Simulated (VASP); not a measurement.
```
SnS2
1.0
    1.83437    -3.17722     0.00000
    1.83437     3.17722     0.00000
    0.00000     0.00000     5.79305
Sn S
1 2
Direct
  0.00000   0.00000   0.00000
  0.33333   0.66667   0.25481
  0.66667   0.33333   0.74519
```

Method: PBE GGA with D4 dispersion, VASP's PBE PAW potentials (set 64) (plane waves; VASP). Numerical set-up: 520 eV cut-off, 8×8×5 Γ-centred mesh, tetrahedra with Blöchl corrections, potentials Sn_d S.

Task: The job: SnS2 (1T layered), 3 atoms, PBE-D4, static run, 520 eV, 8×8×5 Γ-centred mesh. Roughly how much core time does it take on a busy server core?

Result: About 30 core-seconds (one run on a shared machine, a rough figure). It had 40 irreducible k-points, 17 bands, up to 1834 plane waves and 14 electronic steps.

The compound is SnS2 in the 1T layered structure. It was relaxed first.
